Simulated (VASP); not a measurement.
Input:

```
CaO
1.0
    0.00000     2.41955     2.41955
    2.41955     0.00000     2.41955
    2.41955     2.41955     0.00000
Ca O
1 1
Direct
  0.00000   0.00000   0.00000
  0.50000   0.50000   0.50000
```

Method: PBE GGA, VASP's PBE PAW potentials (set 64) (plane waves; VASP). Run with 620 eV cut-off, 9×9×9 Γ-centred mesh, Gaussian smearing of 0.050 eV, potentials Ca_sv O.

### Question
What does the run give for the energy per atom (σ→0)?

### Answer

| Item | Result |
|---|---|
| energy per atom (σ→0) | -6.404 eV/atom |

Total energies compare only between runs with the same potentials, cut-off and functional.

The compound is CaO in the rock salt structure. It was relaxed first.
